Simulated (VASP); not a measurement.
OSZICAR of a VASP run on CeO2 (fluorite):

### OSZICAR
```
       N       E                     dE             d eps       ncg     rms          rms(c)
DAV:   1     0.219835620025E+03    0.21984E+03   -0.11665E+04   664   0.201E+03
DAV:   2     0.136607912370E+01   -0.21847E+03   -0.20859E+03   984   0.313E+02
DAV:   3    -0.310908189728E+02   -0.32457E+02   -0.27574E+02   808   0.141E+02
DAV:   4    -0.325961654621E+02   -0.15053E+01   -0.15051E+01   984   0.321E+01
DAV:   5    -0.326608351238E+02   -0.64670E-01   -0.64662E-01  1080   0.589E+00    0.325E+01
DAV:   6    -0.302177977299E+02    0.24430E+01   -0.81091E+01   944   0.581E+01    0.216E+01
DAV:   7    -0.293018077188E+02    0.91599E+00   -0.14205E+02   960   0.120E+02    0.222E+01
DAV:   8    -0.284259249300E+02    0.87588E+00   -0.28834E+00   768   0.192E+01    0.129E+01
DAV:   9    -0.275562953809E+02    0.86963E+00   -0.59955E+00   960   0.206E+01    0.138E+00
DAV:  10    -0.275554887691E+02    0.80661E-03   -0.19698E-01  1096   0.346E+00    0.103E+00
DAV:  11    -0.275537945590E+02    0.16942E-02   -0.25481E-02   936   0.146E+00    0.128E+00
DAV:  12    -0.275488525990E+02    0.49420E-02   -0.11368E-01   880   0.246E+00    0.878E-01
DAV:  13    -0.275448553230E+02    0.39973E-02   -0.68058E-02   944   0.263E+00    0.535E-01
DAV:  14    -0.275449358742E+02   -0.80551E-04   -0.27899E-03   960   0.320E-01    0.425E-01
DAV:  15    -0.275444793480E+02    0.45653E-03   -0.29670E-03   896   0.541E-01    0.921E-02
DAV:  16    -0.275444797247E+02   -0.37665E-06   -0.42249E-05   864   0.594E-02    0.670E-02
DAV:  17    -0.275444769169E+02    0.28078E-05   -0.21147E-05  1040   0.385E-02    0.367E-02
DAV:  18    -0.275444720562E+02    0.48607E-05   -0.39780E-05   968   0.518E-02    0.341E-03
DAV:  19    -0.275444717989E+02    0.25731E-06   -0.11828E-06   920   0.104E-02    0.134E-03
DAV:  20    -0.275444717090E+02    0.89868E-07   -0.15533E-07   656   0.383E-03
   1 F= -.27544472E+02 E0= -.27544472E+02  d E =-.276927E-19
```

Question: Which electronic solver shows in the log?

Answer: It is blocked Davidson (ALGO = Normal, or the opening steps of other solvers). The INCAR had ALGO = Normal.

Question: How was spin treated?

Answer: Without spin polarisation: there is no mag entry.

Question: Can the final energy be trusted as converged?

Answer: Self-consistency was reached. It stopped with EDIFF = 1E-7, NELM = 100 (PBEsol GGA, plane waves, VASP's PBE PAW potentials (set 64)).

The compound is CeO2 in the fluorite structure. It was relaxed first. The run is not spin-polarised, so no magnetic state was tried.
